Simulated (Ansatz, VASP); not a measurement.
**SrTiO3 (Tausonite) in two plane-wave programs**

Wanted: the spread between two codes on one cell, functional and k mesh. The cell is a member of a volume series, scaled by 0.985 from a relaxed one, so a pressure remains. Other levels of theory on this material are compared in a session of their own.

Program: Ansatz 0.2.0. Level of theory: plane waves, with VASP 6.6.1 beside it; single point at PBE and single point at PBEsol with D4. Results are calculated unless marked as measured.

**1. The starting structure**

Symmetry: Pm-3m, No. 221, cubic system. Conventional cell: a = 3.921 Å, b = 3.921 Å, c = 3.921 Å, α = 90.00°, β = 90.00°, γ = 90.00°. Sr has 12 O at 2.77 Å nearest. Nearest to Ti lie 6 O at 1.96 Å. Nearest to O lie 2 Ti at 1.96 Å and 4 Sr at 2.77 Å. Farther neighbours and most contacts between anions are not listed.

**2. VASP: single point, PBE, volume scaled by 0.985**

A single point gives forces, pressure and levels at one fixed geometry, so differences don't come from the geometry; what else differs is listed under the comparison.

Lines of VASP's logs that name or quote its potential files are left out, and so is its time.

The input asks for a relaxation, which ended at its first step since no free force or stress exceeded the threshold; so it serves as a single point.

The input, INCAR:

```
SYSTEM = SrTiO3
PREC = Accurate
ENCUT = 520
EDIFF = 1E-06
NELM = 100
ISMEAR = 0
SIGMA = 0.03
LREAL = .FALSE.
ALGO = Normal
GGA = PE
NBANDS = 26
LASPH = .TRUE.
LORBIT = 11
LWAVE = .FALSE.
LCHARG = .FALSE.
KPAR = 16
IBRION = 2
NSW = 30
ISIF = 4
EDIFFG = -0.01
```

The input, POSCAR:

```
SrTiO3
1.0
    3.9213079189      0.0000000000      0.0000000000
    0.0000000000      3.9213079189      0.0000000000
    0.0000000000      0.0000000000      3.9213079189
Sr Ti O
1 1 3
Direct
    0.5000000000      0.5000000000      0.5000000000
    0.0000000000      0.0000000000      0.0000000000
    0.0000000000      0.0000000000      0.5000000000
    0.0000000000      0.5000000000      0.0000000000
    0.5000000000      0.0000000000      0.0000000000
```

The input, KPOINTS:

```
Automatic mesh
0
Gamma
6 6 6
0 0 0
```

PAW data sets: Sr_sv, Ti_sv and O (PBE family, release 64).

The run is started by

```console
$ mpirun -np 16 vasp_std
```

Numbers of over 12 decimals in the logs are rounded to 6 here.

The program printed:

```text
[banner, memory and clock lines left out]
running   16 mpi-ranks, on    1 nodes
 distrk:  each k-point on    1 cores,   16 groups
 distr:  one band on    1 cores,    1 groups

 POSCAR found type information on POSCAR SrTiO
 POSCAR found :  3 types and       5 ions
|                                                                             |
|           W    W    AA    RRRRR   N    N  II  N    N   GGGG   !!!           |
|           W    W   A  A   R    R  NN   N  II  NN   N  G    G  !!!           |
|           W    W  A    A  R    R  N N  N  II  N N  N  G       !!!           |
|           W WW W  AAAAAA  RRRRR   N  N N  II  N  N N  G  GGG   !            |
|           WW  WW  A    A  R   R   N   NN  II  N   NN  G    G                |
|           W    W  A    A  R    R  N    N  II  N    N   GGGG   !!!           |
|                                                                             |
|     For optimal performance we recommend to set                             |
|       NCORE = 2 up to number-of-cores-per-socket                            |
|     NCORE specifies how many cores store one orbital (NPAR=cpu/NCORE).      |
|     This setting can greatly improve the performance of VASP for DFT.       |
|     The default, NCORE=1 might be grossly inefficient on modern             |
|     multi-core architectures or massively parallel machines. Do your        |
|     Unfortunately you need to use the default for GW and RPA                |
|     calculations (for HF NCORE is supported but not extensively tested      |
|     yet).                                                                   |
|                                                                             |

 LDA part: xc-table for (Slater+PW92), standard interpolation
 POSCAR, INCAR and KPOINTS ok, starting setup
 FFT: planning ... GRIDC
 FFT: planning ... GRID_SOFT
 FFT: planning ... GRID
 WAVECAR not read
 entering main loop
       N       E                     dE             d eps       ncg     rms          rms(c)
DAV:   1     0.427016713889E+03    0.42702E+03   -0.21116E+04  1040   0.167E+03
DAV:   2    -0.130123531193E+02   -0.44003E+03   -0.42799E+03  1274   0.453E+02
DAV:   3    -0.481076501793E+02   -0.35095E+02   -0.34941E+02  1194   0.134E+02
DAV:   4    -0.503964566744E+02   -0.22888E+01   -0.22860E+01  1808   0.276E+01
DAV:   5    -0.504373717092E+02   -0.40915E-01   -0.40901E-01  1348   0.323E+00    0.262E+01
DAV:   6    -0.400949239562E+02    0.10342E+02   -0.60952E+01  1532   0.691E+01    0.148E+01
DAV:   7    -0.401687177352E+02   -0.73794E-01   -0.86670E+00  1330   0.218E+01    0.106E+01
DAV:   8    -0.401389934621E+02    0.29724E-01   -0.15566E+00  1328   0.127E+01    0.274E+00
DAV:   9    -0.401038086097E+02    0.35185E-01   -0.36228E-01  1396   0.530E+00    0.102E+00
DAV:  10    -0.401063760159E+02   -0.25674E-02   -0.14715E-01  1224   0.247E+00    0.952E-01
DAV:  11    -0.400946913191E+02    0.11685E-01   -0.44650E-02  1590   0.196E+00    0.151E-01
DAV:  12    -0.400947008358E+02   -0.95167E-05   -0.20254E-03  1222   0.384E-01    0.108E-01
DAV:  13    -0.400947024049E+02   -0.15692E-05   -0.26829E-04  1660   0.201E-01    0.790E-02
DAV:  14    -0.400946483404E+02    0.54065E-04   -0.68244E-04  1492   0.171E-01    0.336E-02
DAV:  15    -0.400946410440E+02    0.72964E-05   -0.35514E-05  1246   0.604E-02    0.132E-02
DAV:  16    -0.400946410068E+02    0.37256E-07   -0.20921E-05  1400   0.312E-02    0.710E-03
DAV:  17    -0.400946408023E+02    0.20441E-06   -0.13954E-06   838   0.150E-02
   1 F= -.40094641E+02 E0= -.40094641E+02  d E =-.400946E+02
 curvature:   0.00 expect dE= 0.000E+00 dE for cont linesearch  0.000E+00
 trial: gam= 0.00000 g(F)=  0.000E+00 g(S)=  0.692E-32 ort = 0.000E+00 (trialstep = 0.100E+01)
 search vector abs. value=  0.100E-09
 reached required accuracy - stopping structural energy minimisation
```

From OUTCAR (step 2):

```text
ion  position               nearest neighbor table
   1  0.500  0.500  0.500-   3 2.77   4 2.77   5 2.77   4 2.77   5 2.77   3 2.77   5 2.77   5 2.77
                             3 2.77   4 2.77   4 2.77   3 2.77   2 3.40   2 3.40   2 3.40   2 3.40
   2  0.000  0.000  0.000-   3 1.96   4 1.96   5 1.96   3 1.96   4 1.96   5 1.96   1 3.40   1 3.40
                             1 3.40   1 3.40   1 3.40   1 3.40   1 3.40   1 3.40
   3  0.000  0.000  0.500-   2 1.96   2 1.96   1 2.77   1 2.77   1 2.77   1 2.77
   4  0.000  0.500  0.000-   2 1.96   2 1.96   1 2.77   1 2.77   1 2.77   1 2.77
   5  0.500  0.000  0.000-   2 1.96   2 1.96   1 2.77   1 2.77   1 2.77   1 2.77

  LATTYP: Found a simple cubic cell.
 ALAT       =     3.9213079189

 Subroutine GETGRP returns: Found 48 space group operations
 (whereof 48 operations were pure point group operations)

The static configuration has the point symmetry O_h .

 Found     20 irreducible k-points:

   k-points           NKPTS =     20   k-points in BZ     NKDIM =     20   number of bands    NBANDS=     26

   dimension x,y,z NGX =    30 NGY =   30 NGZ =   30
   dimension x,y,z NGXF=    60 NGYF=   60 NGZF=   60

   ENCUT  =  520.0 eV  38.22 Ry    6.18 a.u.   7.29  7.29  7.29*2*pi/ulx,y,z

   NELECT =      40.0000    total number of electrons

 k-points in reciprocal lattice and weights: Automatic mesh
   0.00000000  0.00000000  0.00000000       0.005
   0.16666667  0.00000000  0.00000000       0.028
   0.33333333  0.00000000  0.00000000       0.028
   0.50000000  0.00000000  0.00000000       0.014
   0.16666667  0.16666667  0.00000000       0.056
   0.33333333  0.16666667  0.00000000       0.111
   0.50000000  0.16666667  0.00000000       0.056
   0.33333333  0.33333333  0.00000000       0.056
   0.50000000  0.33333333  0.00000000       0.056
[...]
0.50000000  0.50000000  0.33333333       0.028
   0.50000000  0.50000000  0.50000000       0.005

 average (electrostatic) potential at core
       1 -34.7044       2 -76.6046       3 -69.5797       4 -69.5797       5 -69.5797

 E-fermi :   4.3541

 k-point     1 :       0.0000    0.0000    0.0000
  band No.  band energies     occupation
    ...
     16       2.9147      2.00000
     17       2.9147      2.00000
     18       3.7010      2.00000
     19       3.7010      2.00000
     20       3.7010      2.00000
     21       5.8954      0.00000
     22       5.8954      0.00000
     23       5.8954      0.00000
     24       8.2800      0.00000
     25       8.2800      0.00000
    ...

 k-point     2 :       0.1667    0.0000    0.0000
  band No.  band energies     occupation
    ...
     16       2.5798      2.00000
     17       2.6881      2.00000
     18       2.9561      2.00000
     19       3.5548      2.00000
     20       3.5548      2.00000
     21       5.9350      0.00000
     22       6.4572      0.00000
     23       6.4572      0.00000
     24       8.2845      0.00000
     25       9.0136      0.00000
    ...

 k-point     3 :       0.3333    0.0000    0.0000
  band No.  band energies     occupation
    ...
     16       2.0097      2.00000
     17       2.0097      2.00000
     18       2.2922      2.00000
     19       3.3921      2.00000
     20       3.3921      2.00000
     21       6.0169      0.00000
     22       7.3672      0.00000
     23       7.3672      0.00000
     24       8.2904      0.00000
     25      10.0363      0.00000
    ...

  Total        1.0006566      1.0006566      1.0006566      0.0000000      0.0000000      0.0000000
  in kB       26.5890488     26.5890488     26.5890488      0.0000000      0.0000000      0.0000000
  external PRESSURE =      26.5890488 kB  Pullay stress =       0.0000000 kB

  energy-cutoff  :      520.00
  volume of cell :       60.30
      direct lattice vectors                 reciprocal lattice vectors
     3.921307919  0.000000000  0.000000000     0.255016954  0.000000000  0.000000000
     0.000000000  3.921307919  0.000000000     0.000000000  0.255016954  0.000000000
     0.000000000  0.000000000  3.921307919     0.000000000  0.000000000  0.255016954

 POSITION                                       TOTAL-FORCE (eV/Angst)
 -----------------------------------------------------------------------------------
      1.96065      1.96065      1.96065         0.000000      0.000000      0.000000
      0.00000      0.00000      0.00000         0.000000      0.000000      0.000000
      0.00000      0.00000      1.96065         0.000000      0.000000      0.000000
      0.00000      1.96065      0.00000         0.000000      0.000000      0.000000
      1.96065      0.00000      0.00000         0.000000      0.000000      0.000000
 -----------------------------------------------------------------------------------
    total drift:                                0.000000     -0.000000      0.000000

  FREE ENERGIE OF THE ION-ELECTRON SYSTEM (eV)
  ---------------------------------------------------
  free  energy   TOTEN  =       -40.0946408023 eV

  energy  without entropy=      -40.0946408023  energy(sigma->0) =      -40.09464080

 reached required accuracy - stopping structural energy minimisation

 total charge
# of ion       s       p       d       tot
------------------------------------------
    1        1.998   5.794   0.197   7.989
    2        2.227   6.311   1.746  10.284
    3        1.564   3.487   0.000   5.051
    4        1.564   3.487   0.000   5.051
    5        1.564   3.487   0.000   5.051
--------------------------------------------------
tot          8.917  22.567   1.943  33.426

[... 3 further parts left out ...]
```

CONTCAR:

```
SrTiO3
   1.00000000000000
     3.9213079189000002    0.0000000000000000    0.0000000000000000
     0.0000000000000000    3.9213079189000002    0.0000000000000000
     0.0000000000000000    0.0000000000000000    3.9213079189000002
  Sr              Ti              O
     1     1     3
Direct
     0.5000000000000000    0.5000000000000000    0.5000000000000000
     0.0000000000000000    0.0000000000000000    0.0000000000000000
     0.0000000000000000    0.0000000000000000    0.5000000000000000
     0.0000000000000000    0.5000000000000000    0.0000000000000000
     0.5000000000000000    0.0000000000000000    0.0000000000000000
```

**3. Ansatz: single point, PBE, volume scaled by 0.985**

Ansatz runs on its default PAW (the set named soft_2) files.

The same cell, functional, mesh and smearing now go to Ansatz, which takes its cutoff from its data sets.

The input, input.yaml:

```yaml
crystal:
  lattice:
    - [3.92130792, 0.0, 0.0]
    - [0.0, 3.92130792, 0.0]
    - [0.0, 0.0, 3.92130792]
  atoms:
    - { symbol: Sr, position: [0.5, 0.5, 0.5] }
    - { symbol: Ti, position: [0.0, 0.0, 0.0] }
    - { symbol: O, position: [0.0, 0.0, 0.5] }
    - { symbol: O, position: [0.0, 0.5, 0.0] }
    - { symbol: O, position: [0.5, 0.0, 0.0] }
hamiltonian:
  xc: pbe
  pseudopotentials: { kind: paw }
kpoints:
  mp_grid: { grid: [6, 6, 6] }
scf:
  occupations: { method: gaussian, width: 0.03 }
  n_extra_bands: 5
output:
  forces: true
  stress: true
  eigenvalues: true
```

The run is started by

```console
$ ansatz run input.yaml --threads 2 --pin off --max-ram 4608MiB --backend cpu --events-out ev --progress --plain --runs-dir out
```

The program printed:

```text
scf.n_extra_bands = 5 over 20 filled bands (N_el = 40.0): the run solves 25 bands
Engine: ansatz 0.2.0, aarch64-unknown-linux-gnu
Pseudopotentials: kind: paw
Pseudopotential: Sr, paw, valence charge 10, recommended cutoff 420 eV (normal), Sr.paw.azcp
Pseudopotential: Ti, paw, valence charge 12, recommended cutoff 420 eV (normal), Ti.paw.azcp
Pseudopotential: O, paw, valence charge 6, recommended cutoff 420 eV (normal), O.paw.azcp
Functional definition: PBE
  parameter kappa = 0.804
  parameter beta = 0.066725
  exchange = pbe_x(kappa = kappa, mu = beta*pi^2/3)
  correlation = pbe_c(beta = beta)
Crystal: 5 atoms, lattice volume = 60.297 Å³
Basis set: ecut = 420 eV, 1189 PW (Γ), exchange–correlation on 54×54×54 points (8 copies of the dense FFT grid, shifted against one another)
Bands: 25, of which v1, the nominal top of the filled ones, is band 20 counted from 1 (19 counted from 0)
Symmetry: 48 space group operations
Space group: Pm-3m (ITA 221), of the structure as read, at distance tolerance 3.9e-5 Å
k-points: 20 of 216
Non-local potential: Sr, projectors of the file, l = 0: 3, l = 1: 2, l = 2: 2
Non-local potential: Ti, projectors of the file, l = 0: 3, l = 1: 2, l = 2: 3, l = 3: 1
Non-local potential: O, projectors of the file, l = 0: 2, l = 1: 2, l = 2: 1
PAW form: soft (Blöchl's): semilocal exchange-correlation on the pseudo side does not see the compensation charge
PAW one-centre angular grid: Sr, 110 points (default); XC on 64 Gauss nodes
PAW one-centre angular grid: Ti, 590 points (default); XC on 64 Gauss nodes
PAW one-centre angular grid: O, 110 points (default); XC on 64 Gauss nodes
Initial density: superposition of atomic densities (neutral atoms: chi_scale 0, normalization atom), corrected by the library's trained network
Initial wavefunctions: pseudopotential atomic-orbital guess
Functional: x = pbe(κ = 0.804, μ = 0.219515), c = pbe(β = 0.066725)
SCF iter   1: F=—  HF=-7754.479214 eV  |F-HF|=—  |Δ(HF+E_count)|=         —  Δρ=1.99e-3  dr2=1.38e-3  ethr=1.77e-3  ⟨swp⟩=7.6  Hψ=2657  notcnv=0
preconditioner: auto → Resta (q_TF=auto, 2.548 Å⁻¹)  ε∞=5.6  [insulator: Δε(μ)=1.845 eV  Ē_g=12.163 eV  σ=0.030 eV  W_gap=1.00  n_scr=18 (ndim 8)  ℏωp=26.2 eV  f_vac=0.000  D(μ)=0.00/eV (n_scr^D=0)  ε∞_Penn≈5.6]
SCF iter   2: F=—  HF=-7754.481501 eV  |F-HF|=—  |Δ(HF+E_count)|=   2.29e-3  Δρ=9.33e-4  dr2=2.36e-4  ethr=3.44e-6  ⟨swp⟩=3.3  Hψ=1110  notcnv=0  defer=2
SCF iter   3: F=—  HF=-7754.481628 eV  |F-HF|=—  |Δ(HF+E_count)|=   1.26e-4  Δρ=2.19e-4  dr2=1.98e-5  ethr=5.91e-7  ⟨swp⟩=2.5  Hψ=726  notcnv=0  defer=5
SCF iter   4: F=—  HF=-7754.482291 eV  |F-HF|=—  |Δ(HF+E_count)|=   6.63e-4  Δρ=3.88e-5  dr2=1.30e-6  ethr=4.96e-8  ⟨swp⟩=2.0  Hψ=855  notcnv=0  defer=5
SCF iter   5: F=—  HF=-7754.482290 eV  |F-HF|=—  |Δ(HF+E_count)|=   6.85e-8  Δρ=1.74e-5  dr2=3.21e-7  ethr=3.26e-9  ⟨swp⟩=2.5  Hψ=704  notcnv=0  defer=5
SCF iter   6: F=-7754.482290 eV  HF=-7754.482290 eV  |F-HF|=1.24e-8  |Δ(HF+E_count)|=   4.39e-8  Δρ=3.81e-6  dr2=1.88e-8  ethr=2.50e-10  ⟨swp⟩=8.8  Hψ=2382  notcnv=0
SCF 1 converged in 6 iterations: F = -7754.482290 eV  dr2 = 1.88e-8
  greatest PAW one-centre occupation: 0.999 electrons in one spin orbital (limit 2), on the Ti atom at site 1 (counted from 0), in its partial waves of l = 0
SCF converged after 6 iterations
Free energy (F): -7754.482290 eV
Harris-Foulkes:  -7754.482290 eV  (|F-HF|=1.24e-8)
Internal energy: -7754.482290 eV  (E = F + TS)
E sigma→0 (E₀):  -7754.482290 eV
Fermi energy:    10.750126 eV
--- Per-component energies (eV) ---
  E_band       = -211.822990
  E_kinetic    = 1047.087245
  E_local      = -2399.999123  (includes V_loc(G=0)·N_el)
  E_nonlocal   = 347.922937
  E_hartree    = 839.635632
  E_xc         = -496.300449
  E_vxc        = -572.017263  (∫ρ·V_xc dr)
  E_paw        = -4213.558042  (= ΣΔE_a)
  E_vpaw       = -314.092460  (= ΣTr[D̂ρ^β])
  E_aug_tail   = 0.007414  (compensation charges beyond the density's cutoff)
  E_ewald      = -2879.277904
  E_smearing   = -0.000000  (= −TS)
  E_closure    = -0.000000  (closes the sum)
  Σ components = -7754.482290   (vs F -7754.482290, Δ=0.00e0)
--- Forces (eV/Å), atoms counted from 1 ---
  atom   1  Sr    -0.00000000     0.00000000    -0.00000000
  atom   2  Ti    -0.00000000     0.00000000     0.00000000
  atom   3  O      0.00000000     0.00000000    -0.00000000
  atom   4  O      0.00000000    -0.00000000     0.00000000
  atom   5  O      0.00000000    -0.00000000     0.00000000
  max |Σ_I F_I| component: 1.13e-29 eV/Å
--- Stress (GPa, compression-positive) ---
        2.023568       0.000000       0.000000
        0.000000       2.023568       0.000000
       -0.000000       0.000000       2.023568
  P = ⅓ Tr σ = 2.0236 GPa (20.236 kbar)
--- Band table (eV; the first three rows and the last of 20) ---
  k-point 0: bands = [... 16 lower, 8.6678, 9.4672, 9.4672, 9.4672, 11.6817, 11.6817, 11.6817, 14.0770, ... 1 higher]
  k-point 1: bands = [... 16 lower, 8.4468, 8.7220, 9.3205, 9.3205, 11.7203, 12.2409, 12.2409, 14.0813, ... 1 higher]
  k-point 2: bands = [... 16 lower, 7.7708, 8.0579, 9.1577, 9.1577, 11.8002, 13.1494, 13.1494, 14.0869, ... 1 higher]
  k-point 19: bands = [... 16 lower, 6.1321, 9.8185, 9.8185, 9.8185, 14.2281, 14.2281, 14.2281, 16.7480, ... 1 higher]
```

Run time: 2.1 s. Hardware: 2 threads of Arm Neoverse N1, shared host; peak memory 0.32 GiB; 3.8 s of CPU time.

In the SCF lines HF is the Harris–Foulkes energy and dr2 the Hartree energy of the density residual, in eV; the loop may stop once dr2 is under the threshold and the program's other checks hold. Hψ counts applications of the Hamiltonian.

The run ends at a pressure of 2.02 GPa.

**4. Differences**

Known differences besides the potentials themselves: the cutoff is 420 eV in Ansatz and 520 eV in VASP. Total energies have different zeros and are not compared.

The two programs side by side:

```
                                        quantity  Ansatz   VASP  difference
                                  pressure (GPa)    2.02   2.66       -0.64
pressure without Ansatz's Pulay correction (GPa)    1.45   2.66       -1.21
                          gap on the k mesh (eV)   1.863  1.832      +0.031
```

A gap on the mesh is an upper bound, since the band edges may lie between its points. Ansatz's pressure holds a Pulay correction of 0.58 GPa; VASP's holds none.

**5. Other set-ups**

Further runs change the set-up of one program: Ansatz's method, potentials or start, or VASP's data sets, cutoff or form of LDA. The table gives Ansatz less VASP for each quantity, since a change that brings one quantity closer may part another.

```
                              run  pressure (GPa)  gap on the k mesh (eV)
                         as above           -0.64                   0.031
Ansatz's all-electron LAPW method           -0.65                   0.024
```

[end of part 1 of 2]

[Lines on the potential files, build, host, timing and source positions are cut from VASP's logs without a mark.]

[Logs are printed without paths, hosts, clocks, repeated set-up lines and the standing remarks that a program may print on its own settings, such as how far it seeks lower states.]

[Hosts, paths, dates, database ids (printed as entryN), source tags and the programs' standing remarks are cut or masked in the printed files.]
